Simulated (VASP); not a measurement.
## Ag3TeBr: single point with PBE

The system is Ag3TeBr.

```
Br Te Ag
1.0
     6.64689    0.00000    0.00000
     0.00000    6.64689    0.00000
     0.00000    0.00000    6.64689
Br Te Ag
1 1 3
Direct
  0.00000 0.00000 0.00000
  0.50000 0.50000 0.50000
  0.50000 0.50000 0.00000
  0.50000 0.00000 0.50000
  0.00000 0.50000 0.50000
```

The cell comes from a database or a generator and needn't be the stable form of this composition.

* Program: VASP 6.6.1
* Task: single point
* Functional: PBE
* Potentials or basis: VASP PAW PBE potentials, release 64 (Br, Te, Ag)
* Cutoff: 520 eV
* k mesh: 4 × 4 × 4
* Occupations: gaussian, width 0.05 eV
* Spin: no spin polarisation

```yaml
Pressure: -4.0 GPa
Band_gap_on_the_k_mesh: 0.14 eV, indirect (least direct gap 0.16 eV)
```

Levels at points of the mesh, in eV from the valence-band top:
| k point | band 21 | band 22 | band 23 | band 24 | band 25 | band 26 |
| --- | --- | --- | --- | --- | --- | --- |
| (0.00, 0.00, 0.00) | -0.02 | -0.02 | -0.02 | 0.14 | 1.09 | 1.09 |
| (0.50, 0.00, 0.00) | -0.36 | -0.02 | -0.02 | 0.90 | 1.14 | 2.81 |
| (0.50, 0.50, 0.00) | 0.00 | 0.00 | 0.00 | 0.80 | 3.02 | 3.02 |
| (0.50, 0.50, 0.50) | -0.12 | -0.12 | -0.12 | 3.00 | 3.00 | 3.00 |

It took 96 s on 1 thread of Intel(R) Xeon(R) Platinum 8375C CPU @ 2.90GHz (Ice Lake) (shared host), peak memory 0.4 GiB.

Caveat: spin-orbit coupling is left out, which moves the levels of the heavy elements. A k mesh can miss the band edges.
